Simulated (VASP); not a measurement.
These are optB86b-vdW, VASP's PBE PAW potentials (set 64) (plane waves; VASP) values and carry that method's errors.

A VASP calculation is set up with these files.

KPOINTS:
```
k-points along high-symmetry lines
10
Line-mode
Reciprocal
  0.000000   0.000000   0.000000 ! GAMMA
  0.500000   0.000000   0.000000 ! M

  0.500000   0.000000   0.000000 ! M
  0.333333   0.333333   0.000000 ! K

  0.333333   0.333333   0.000000 ! K
  0.000000   0.000000   0.000000 ! GAMMA

  0.000000   0.000000   0.000000 ! GAMMA
  0.000000   0.000000   0.500000 ! A

  0.000000   0.000000   0.500000 ! A
  0.500000   0.000000   0.500000 ! L

  0.500000   0.000000   0.500000 ! L
  0.333333   0.333333   0.500000 ! H

  0.333333   0.333333   0.500000 ! H
  0.000000   0.000000   0.500000 ! A

  0.500000   0.000000   0.500000 ! L
  0.500000   0.000000   0.000000 ! M

  0.333333   0.333333   0.500000 ! H
  0.333333   0.333333   0.000000 ! K
```

### INCAR
```
SYSTEM = Te
PREC = Accurate
ENCUT = 520
EDIFF = 1E-7
NELM = 100
ALGO = Normal
LREAL = .FALSE.
LASPH = .TRUE.
ISMEAR = 0
SIGMA = 0.05
GGA = MK
PARAM1 = 0.1234
PARAM2 = 1.0
LUSE_VDW = .TRUE.
AGGAC = 0.0
LMAXMIX = 4
LWAVE = .FALSE.
LCHARG = .FALSE.
LORBIT = 11
ICHARG = 11
```

File POSCAR:
```
Te
1
    2.1958038589    -3.8032435601     0.0000000000
    2.1958038589     3.8032435601     0.0000000000
    0.0000000000     0.0000000000     6.0132054813
Te
3
Direct
  0.0000000000   0.2783722336   0.6666670000
  0.7216277664   0.7216277664   0.0000000000
  0.2783722336   0.0000000000   0.3333330000
```

POTCAR, in this order: Te (PBE.64 set). Program: vasp_std. Read from the step before: CHGCAR.

Output of the run:

### OUTCAR
```
 ion  position               nearest neighbor table
   1  0.000  0.278  0.667-   2 2.92   3 2.92   2 3.42   2 3.42   3 3.42   3 3.42
   2  0.722  0.722  0.000-   3 2.92   1 2.92   1 3.42   3 3.42   3 3.42   1 3.42
   3  0.278  0.000  0.333-   2 2.92   1 2.92   2 3.42   2 3.42   1 3.42   1 3.42
  LATTYP: Found a hexagonal cell.
 ALAT       =     4.3916074693
 C/A-ratio  =     1.3692493064
 Subroutine PRICEL returns:
 Original cell was already a primitive cell.
 Subroutine GETGRP returns: Found  6 space group operations
The static configuration has the point symmetry C_2 .
 The point group associated with its full space group is D_3 .
The dynamic configuration has the point symmetry C_2 .
 Subroutine INISYM returns: Found  6 space group operations
   k-points           NKPTS =     90   k-points in BZ     NKDIM =     90   number of bands    NBANDS=     13
   number of dos      NEDOS =    301   number of ions     NIONS =      3
   total plane-waves  NPLWV =  62208
   dimension x,y,z NGX =    36 NGY =   36 NGZ =   48
   dimension x,y,z NGXF=    72 NGYF=   72 NGZF=   96
   ions per type =               3
   PREC   = accura    normal or accurate (medium, high low for compatibility)
   ISTART =      0    job   : 0-new  1-cont  2-samecut
   ICHARG =     11    charge: 1-file 2-atom 10-const
   ISPIN  =      1    spin polarized calculation?
   LNONCOLLINEAR =      F non collinear calculations
   LSORBIT =      F    spin-orbit coupling
   INIWAV =      1    electr: 0-lowe 1-rand  2-diag
   ENCUT  =  520.0 eV  38.22 Ry    6.18 a.u.   8.17  8.17 11.18*2*pi/ulx,y,z
   NELM   =    100;   NELMIN=  2; NELMDL= -5     # of ELM steps
   EDIFF  = 0.1E-06   stopping-criterion for ELM
   LREAL  =      F    real-space projection
   NLSPLINE    = F    spline interpolate recip. space projectors
   LMAXMIX     =    4 max onsite mixed and CHGCAR
   VOSKOWN=      0    Vosko Wilk Nusair interpolation
   EDIFFG = 0.1E-05   stopping-criterion for IOM
   NSW    =      0    number of steps for IOM
   NBLOCK =      1;   KBLOCK =      1    inner block; outer block
   IBRION =     -1    ionic relax: 0-MD 1-quasi-New 2-CG
   NFREE  =      0    steps in history (QN), initial steepest desc. (CG)
   ISIF   =      2    stress and relaxation
...
```

File OSZICAR:
```
       N       E                     dE             d eps       ncg     rms          rms(c)
DAV:   1     0.854344914676E+02    0.85434E+02   -0.66172E+03  2340   0.111E+03
DAV:   2     0.222522605845E+01   -0.83209E+02   -0.80225E+02  3205   0.154E+02
DAV:   3    -0.309556085479E+01   -0.53208E+01   -0.52624E+01  2780   0.450E+01
DAV:   4    -0.319545732320E+01   -0.99896E-01   -0.99772E-01  3028   0.740E+00
DAV:   5    -0.319707592656E+01   -0.16186E-02   -0.16186E-02  2958   0.881E-01
DAV:   6    -0.319714132729E+01   -0.65401E-04   -0.65401E-04  3370   0.128E-01
DAV:   7    -0.319714187211E+01   -0.54482E-06   -0.54484E-06  2993   0.931E-03
DAV:   8    -0.319714189706E+01   -0.24958E-07   -0.24219E-07  2189   0.131E-03
   1 F= -.31971419E+01 E0= -.31960395E+01  d E =-.220473E-02
```

### OUTCAR
```
 val. band max:        6.0274395956   @ k =   0.3333   0.3333   0.5000

 cond. band min:       6.0765661576   @ k =   0.3333   0.3333   0.5000



 k-point     1 :       0.0000    0.0000    0.0000
  band No.  band energies     occupation
      1      -7.5642      2.00000
      2      -4.3477      2.00000
      3      -4.3477      2.00000
      4       3.1699      2.00000
      5       3.4479      2.00000
      6       3.4480      2.00000
      7       4.3808      2.00000
      8       4.3808      2.00000
      9       5.0798      2.00000
     10       6.9995      0.00000
     11       6.9995      0.00000
     12       7.6852      0.00000
     13      11.0199      0.00000

 k-point     2 :       0.0556    0.0000    0.0000
  band No.  band energies     occupation
      1      -7.5415      2.00000
      2      -4.3511      2.00000
      3      -4.3412      2.00000
      4       2.9265      2.00000
      5       3.2640      2.00000
      6       3.3815      2.00000
      7       4.4927      2.00000
      8       4.6399      2.00000
      9       5.1794      2.00000
     10       6.8848      0.00000
     11       6.9753      0.00000
     12       7.6235      0.00000
     13      10.9761      0.00000

 k-point     3 :       0.1111    0.0000    0.0000
  band No.  band energies     occupation
      1      -7.4737      2.00000
      2      -4.3647      2.00000
      3      -4.3216      2.00000
      4       2.4419      2.00000
      5       2.9541      2.00000
      6       3.2163      2.00000
      7       4.7154      2.00000
      8       4.9640      2.00000
      9       5.4312      2.00000
     10       6.6500      0.00000
     11       6.9132      0.00000
     12       7.5051      0.00000
     13      10.7176      0.00000

 k-point     4 :       0.1667    0.0000    0.0000
  band No.  band energies     occupation
      1      -7.3628      2.00000
      2      -4.3985      2.00000
      3      -4.2901      2.00000
      4       1.9670      2.00000
...
```

The density is held fixed in this step, so its total energy and stress have no physical meaning. Unless said otherwise, spin-orbit coupling is left out, though it shifts the bands of the heavy elements here.

The compound is Te in the trig structure. It was relaxed first.
